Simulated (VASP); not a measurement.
Consider the following.

```
CELL_PARAMETERS angstrom
      0.00000     2.02758     2.02758
      2.02758     0.00000     2.02758
      2.02758     2.02758     0.00000
ATOMIC_POSITIONS crystal
  Li 0.00000 0.00000 0.00000
  F  0.50000 0.50000 0.50000
```

These are PW91 GGA, VASP's PBE PAW potentials (set 64) (plane waves; VASP) values and carry that method's errors. Settings: 520 eV cut-off, Gaussian smearing of 0.050 eV, potentials Li_sv F.

Task: Give the energies of bands 3 to 6 at the high-symmetry points, in eV from the valence-band maximum.

Result: 
```json
[
 {"band": "3", "Γ": "0.00", "X": "-2.91", "U": "-2.42", "L": "-2.45", "W": "-2.01"},
 {"band": "4", "Γ": "0.00", "X": "-0.97", "U": "-1.52", "L": "-0.22", "W": "-2.01"},
 {"band": "5", "Γ": "0.00", "X": "-0.97", "U": "-0.71", "L": "-0.22", "W": "-0.78"},
 {"band": "6", "Γ": "8.95", "X": "14.65", "U": "14.38", "L": "10.71", "W": "14.92"}
]
```

The gap is direct, 8.95 eV, from the valence maximum at Γ to the conduction minimum at Γ.

Measured: gap 15.35 eV (computed value off by -6.40 eV), as given by Wei Chen et al., Physical Review Materials (2018), doi:10.1103/physrevmaterials.2.073803 [zero-point renormalisation of 1.15 eV added back (the table's ZPR column)].

The compound is LiF in the rock salt structure. It was relaxed first.
